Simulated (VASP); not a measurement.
All values below come from LDA (Ceperley-Alder, Perdew-Zunger), VASP's LDA PAW potentials (set 64) (plane waves; VASP).

VASP ran on this input.

### KPOINTS
```
k-points along high-symmetry lines
15
Line-mode
Reciprocal
  0.000000   0.000000   0.000000 ! GAMMA
  0.000000   0.500000   0.000000 ! X

  0.000000   0.500000   0.000000 ! X
  0.500000   0.500000   0.000000 ! M

  0.500000   0.500000   0.000000 ! M
  0.000000   0.000000   0.000000 ! GAMMA

  0.000000   0.000000   0.000000 ! GAMMA
  0.500000   0.500000   0.500000 ! R

  0.500000   0.500000   0.500000 ! R
  0.000000   0.500000   0.000000 ! X

  0.500000   0.500000   0.500000 ! R
  0.500000   0.500000   0.000000 ! M
```

### POSCAR
```
PdIn
3.2195880
  1.0000001168   0.0000000000   0.0000000000
  0.0000000000   1.0000001168   0.0000000000
  0.0000000000   0.0000000000   1.0000001168
In Pd
1 1
Cartesian
  0.5000000584   0.5000000584   0.5000000584
  0.0000000000   0.0000000000   0.0000000000
```

**INCAR**
```
ALGO  =  Normal
EDIFF  =  1E-7
ENCUT  =  520
ICHARG  =  11
ISMEAR  =  0
LASPH  =  .TRUE.
LCHARG  =  .FALSE.
LMAXMIX  =  4
LORBIT  =  11
LREAL  =  .FALSE.
LWAVE  =  .FALSE.
NELM  =  100
PREC  =  Accurate
SIGMA  =  0.05
SYSTEM  =  PdIn
```

POTCAR, in this order: In_d Pd (LDA.64 set). Program: vasp_std. Read from the step before: CHGCAR.

The run wrote:

File OSZICAR:
```
       N       E                     dE             d eps       ncg     rms          rms(c)
DAV:   1     0.165301753129E+03    0.16530E+03   -0.11559E+04  2735   0.206E+03
DAV:   2    -0.166947359658E+01   -0.16697E+03   -0.16169E+03  2833   0.416E+02
DAV:   3    -0.978495512800E+01   -0.81155E+01   -0.79859E+01  3309   0.962E+01
DAV:   4    -0.994114791031E+01   -0.15619E+00   -0.15612E+00  3524   0.128E+01
DAV:   5    -0.994784642656E+01   -0.66985E-02   -0.66984E-02  3958   0.230E+00
DAV:   6    -0.994795850961E+01   -0.11208E-03   -0.11208E-03  3661   0.249E-01
DAV:   7    -0.994795984178E+01   -0.13322E-05   -0.13322E-05  4035   0.317E-02
DAV:   8    -0.994795985366E+01   -0.11878E-07   -0.12638E-07  3048   0.288E-03
   1 F= -.99479599E+01 E0= -.99478602E+01  d E =-.199282E-03
```

File OUTCAR:
```
 val. band max:       11.4605992416   @ k =   0.5000   0.5000   0.3571

 cond. band min:      11.5881357195   @ k =   0.3571   0.5000   0.3571



 k-point     1 :       0.0000    0.0000    0.0000
  band No.  band energies     occupation
      1      -4.0102      2.00000
      2      -4.0102      2.00000
      3      -3.5354      2.00000
      4      -3.5354      2.00000
      5      -3.5354      2.00000
      6       0.4836      2.00000
      7       6.9609      2.00000
      8       6.9609      2.00000
      9       8.6226      2.00000
     10       8.6226      2.00000
     11       8.6226      2.00000
     12      15.2205      0.00000
     13      15.2205      0.00000
     14      15.2205      0.00000
     15      20.9150      0.00000

 k-point     2 :       0.0000    0.0357    0.0000
  band No.  band energies     occupation
      1      -4.0093      2.00000
      2      -4.0051      2.00000
      3      -3.5370      2.00000
      4      -3.5370      2.00000
      5      -3.5349      2.00000
      6       0.5047      2.00000
      7       6.9607      2.00000
      8       6.9650      2.00000
      9       8.6048      2.00000
     10       8.6048      2.00000
     11       8.6214      2.00000
     12      15.0629      0.00000
     13      15.2649      0.00000
     14      15.2649      0.00000
     15      21.0083      0.00000

 k-point     3 :       0.0000    0.0714    0.0000
  band No.  band energies     occupation
      1      -4.0066      2.00000
      2      -3.9900      2.00000
      3      -3.5415      2.00000
      4      -3.5415      2.00000
      5      -3.5335      2.00000
      6       0.5681      2.00000
      7       6.9601      2.00000
      8       6.9765      2.00000
      9       8.5530      2.00000
     10       8.5530      2.00000
     11       8.6178      2.00000
     12      14.6411      0.00000
     13      15.3963      0.00000
     14      15.3963      0.00000
     15      21.1823      0.00000

...
```

The density is held fixed in this step, so its total energy and stress have no physical meaning. Unless said otherwise, spin-orbit coupling is left out, though it shifts the bands of the heavy elements here.

The compound is PdIn in the CsCl type structure. It was relaxed first. The electron count is odd and the run is not spin-polarised, which forces a metal.
